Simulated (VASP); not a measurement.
# SrRh under changes of volume

One of the cells (27.340 Å³/atom); the others are scaled copies at fixed shape and fractional positions:

```
CELL_PARAMETERS angstrom
0.00000 3.01255 3.01255
3.01255 0.00000 3.01255
3.01255 3.01255 0.00000
ATOMIC_POSITIONS crystal
Sr 0.00000 0.00000 0.00000
Rh 0.50000 0.50000 0.50000
```

The cell was built by a generator and needn't be a form met in nature.

```yaml
Program: VASP 6.6.1
Functional: PBE
Potentials_or_basis: VASP PAW PBE potentials, release 64 (Sr_sv, Rh_pv)
Cutoff: 520 eV
k_mesh: 8 × 8 × 8
Occupations: fermi-dirac, width 0.05 eV
Spin: no spin polarisation
```

| volume (Å³/atom) | energy over the lowest point (meV/atom) | pressure (GPa) |
| --- | --- | --- |
| 25.196 | ? | ? |
| 25.732 | 7.07 | 2.0 |
| 26.268 | 1.91 | 1.1 |
| 27.340 | 0.00 | -0.4 |
| 27.876 | 2.71 | -1.1 |
| 28.412 | 7.55 | -1.7 |

Question: What does the run at 25.196 Å³/atom give?

Answer: Energy over the lowest point 15.44 meV/atom; pressure 3.0 GPa.

Worked out: A Birch-Murnaghan fit of order 3 (a polynomial in V^(-2/3)) to the other rows has its minimum at 26.99 Å³/atom with B0 = V·E''(V) = 38 GPa and B' = 4.2. It gives 15.44 meV/atom at 25.196 Å³/atom, against the run's 15.44, and -dE/dV = 3.0 GPa, against 3.0.

Energies are extrapolated to zero smearing.
